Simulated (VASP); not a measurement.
Here is the system:

```xyz
5
Lattice="4.1710 0.0000 0.0000 0.0000 4.1710 0.0000 0.0000 0.0000 4.1710" Properties=species:S:1:pos:R:3 pbc="T T T"
Ba     0.0000     0.0000     0.0000
Hf     2.0855     2.0855     2.0855
O      2.0855     0.0000     2.0855
O      0.0000     2.0855     2.0855
O      2.0855     2.0855     0.0000
```

These are r2SCAN meta-GGA with spin-orbit coupling, VASP's PBE PAW potentials (set 64) (plane waves; VASP) values and carry that method's errors. Run with 520 eV cut-off, 5×5×5 Γ-centred mesh, Gaussian smearing of 0.050 eV, potentials Ba_sv Hf_pv O.

Task: Give the energies of bands 31 to 44 at the high-symmetry points, in eV from the valence-band maximum.

Result: 
```csv
band,Γ,X,M,R
31,-1.00,-1.70,-1.09,-2.43
32,-1.00,-1.70,-1.09,-2.43
33,-0.37,-1.67,-0.98,-0.02
34,-0.37,-1.67,-0.98,-0.02
35,-0.16,-0.66,-0.89,0.00
36,-0.16,-0.66,-0.89,0.00
37,-0.16,-0.45,-0.08,0.00
38,-0.16,-0.45,-0.08,0.00
39,4.00,4.63,6.67,6.68
40,4.00,4.63,6.67,6.68
41,4.00,6.75,6.84,6.68
42,4.00,6.75,6.84,6.68
43,4.27,7.00,7.26,6.68
44,4.27,7.00,7.26,6.68
```

The gap is indirect, 4.00 eV, from the valence maximum at R to the conduction minimum at Γ.

The compound is BaHfO3 in the cubic perovskite structure. It was relaxed first.
